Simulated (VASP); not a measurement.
**GdScO$_{3}$ (relaxed from the ilmenite structure, space group R-3): computed properties**

These are PBEsol GGA, VASP's PBE PAW potentials (set 64) (plane waves; VASP) values and carry that method's errors.

- space group: R-3 (148)
- cell: a = b = 5.5586 Å, c = 14.6828 Å, α = β = 90.00°, γ = 120.00°
- volume per atom: 13.10 Å^3/atom
- band gap (over mesh and band path): 4.25 eV
- smallest direct gap (over mesh and band path): 4.41 eV
- density: 6.34 g/cm³

```cif
data_Gd2O6Sc2
_chemical_formula_sum 'Gd2 O6 Sc2'
_space_group_name_H-M_alt 'P 1'
_space_group_IT_number 1
_cell_length_a 5.85263
_cell_length_b 5.85263
_cell_length_c 5.85263
_cell_angle_alpha 56.703
_cell_angle_beta 56.703
_cell_angle_gamma 56.703
loop_
_space_group_symop_operation_xyz
  'x, y, z'
loop_
_atom_site_label
_atom_site_type_symbol
_atom_site_fract_x
_atom_site_fract_y
_atom_site_fract_z
_atom_site_occupancy
Gd1 Gd 0.36425 0.36425 0.36425 1
Gd2 Gd 0.63575 0.63575 0.63575 1
O1 O 0.22143 0.55247 0.96669 1
O2 O 0.96669 0.22143 0.55247 1
O3 O 0.55247 0.96669 0.22143 1
O4 O 0.77857 0.44753 0.03331 1
O5 O 0.03331 0.77857 0.44753 1
O6 O 0.44753 0.03331 0.77857 1
Sc1 Sc 0.14822 0.14822 0.14822 1
Sc2 Sc 0.85178 0.85178 0.85178 1
```

The 4f electrons are frozen in the core of the lanthanide potential, so 4f levels, which can set the real gap, and their magnetism are missing.

The structure was generated: GdScO3 was put into the ilmenite type (R-3), which need not be its known phase. It was relaxed first. Symmetry was kept, so distortions that lower it aren't found.
